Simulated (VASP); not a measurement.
A convergence study with VASP on GaAs (zinc blende): a few settings are varied, all else stays as given below, so the limit is that of these other settings. The cell's lengths are 1 % over those of the tabulated start and one atom is moved, so it is off equilibrium.

```xyz
2
Lattice="0.0000 2.8533 2.8533 2.8533 0.0000 2.8533 2.8533 2.8533 0.0000" Properties=species:S:1:pos:R:3 pbc="T T T"
Ga     0.0000     0.0000     0.0000
As     1.4872     1.4266     1.4266
```

Method: PBEsol GGA, VASP's PBE PAW potentials (set 64) (plane waves; VASP). The last row used: 550 eV cut-off, 7×7×7 Γ-centred mesh, Gaussian smearing of 0.050 eV, potentials Ga_d As.

```json
[
 {"setting": "ALGO = Normal, EDIFF = 1E-2", "E (eV/atom)": "-4.5299", "pressure (GPa)": "-4.57", "electronic steps": "8"},
 {"setting": "ALGO = Normal, EDIFF = 1E-3", "E (eV/atom)": "-4.5300", "pressure (GPa)": "-1.72", "electronic steps": "9"},
 {"setting": "ALGO = Normal, EDIFF = 1E-4", "E (eV/atom)": "-4.5301", "pressure (GPa)": "-1.12", "electronic steps": "10"},
 {"setting": "ALGO = Normal, EDIFF = 1E-5", "E (eV/atom)": "-4.5301", "pressure (GPa)": "-1.42", "electronic steps": "12"},
 {"setting": "ALGO = Normal, EDIFF = 1E-6", "E (eV/atom)": "-4.5301", "pressure (GPa)": "-1.42", "electronic steps": "12"},
 {"setting": "ALGO = Normal, EDIFF = 1E-7", "E (eV/atom)": "-4.5301", "pressure (GPa)": "-1.43", "electronic steps": "12"},
 {"setting": "ALGO = Normal, EDIFF = 1E-8", "E (eV/atom)": "-4.5301", "pressure (GPa)": "-1.41", "electronic steps": "16"},
 {"setting": "ALGO = Normal, EDIFF = 1E-9", "E (eV/atom)": "-4.5301", "pressure (GPa)": "-1.41", "electronic steps": "16"},
 {"setting": "ALGO = Fast, EDIFF = 1E-2", "E (eV/atom)": "-4.5298", "pressure (GPa)": "-5.83", "electronic steps": "8"},
 {"setting": "ALGO = Fast, EDIFF = 1E-3", "E (eV/atom)": "-4.5300", "pressure (GPa)": "-0.93", "electronic steps": "9"},
 {"setting": "ALGO = Fast, EDIFF = 1E-4", "E (eV/atom)": "-4.5301", "pressure (GPa)": "-1.91", "electronic steps": "10"},
 {"setting": "ALGO = Fast, EDIFF = 1E-5", "E (eV/atom)": "-4.5301", "pressure (GPa)": "-1.34", "electronic steps": "11"},
 {"setting": "ALGO = Fast, EDIFF = 1E-6", "E (eV/atom)": "-4.5301", "pressure (GPa)": "-1.42", "electronic steps": "13"},
 {"setting": "ALGO = Fast, EDIFF = 1E-7", "E (eV/atom)": "-4.5301", "pressure (GPa)": "-1.43", "electronic steps": "15"},
 {"setting": "ALGO = Fast, EDIFF = 1E-8", "E (eV/atom)": "-4.5301", "pressure (GPa)": "-1.41", "electronic steps": "17"},
 {"setting": "ALGO = Fast, EDIFF = 1E-9", "E (eV/atom)": "-4.5301", "pressure (GPa)": "-1.41", "electronic steps": "18"},
 {"setting": "ALGO = All, EDIFF = 1E-2", "E (eV/atom)": "-4.5288", "pressure (GPa)": "-0.39", "electronic steps": "9"},
 {"setting": "ALGO = All, EDIFF = 1E-3", "E (eV/atom)": "-4.5300", "pressure (GPa)": "-1.34", "electronic steps": "11"},
 {"setting": "ALGO = All, EDIFF = 1E-4", "E (eV/atom)": "-4.5301", "pressure (GPa)": "-1.42", "electronic steps": "13"},
 {"setting": "ALGO = All, EDIFF = 1E-5", "E (eV/atom)": "-4.5301", "pressure (GPa)": "-1.38", "electronic steps": "14"},
 {"setting": "ALGO = All, EDIFF = 1E-6", "E (eV/atom)": "-4.5301", "pressure (GPa)": "-1.41", "electronic steps": "16"},
 {"setting": "ALGO = All, EDIFF = 1E-7", "E (eV/atom)": "-4.5301", "pressure (GPa)": "-1.41", "electronic steps": "17"},
 {"setting": "ALGO = All, EDIFF = 1E-8", "E (eV/atom)": "-4.5301", "pressure (GPa)": "-1.41", "electronic steps": "19"},
 {"setting": "ALGO = All, EDIFF = 1E-9", "E (eV/atom)": "-4.5301", "pressure (GPa)": "-1.41", "electronic steps": "21"}
]
```

Left out are rungs that failed or repeat a setting and relaxations that didn't move; long series are thinned to 24 rows.

The compound is GaAs in the zinc blende structure. The cell was not relaxed at this level, it is distorted from the ideal structure.
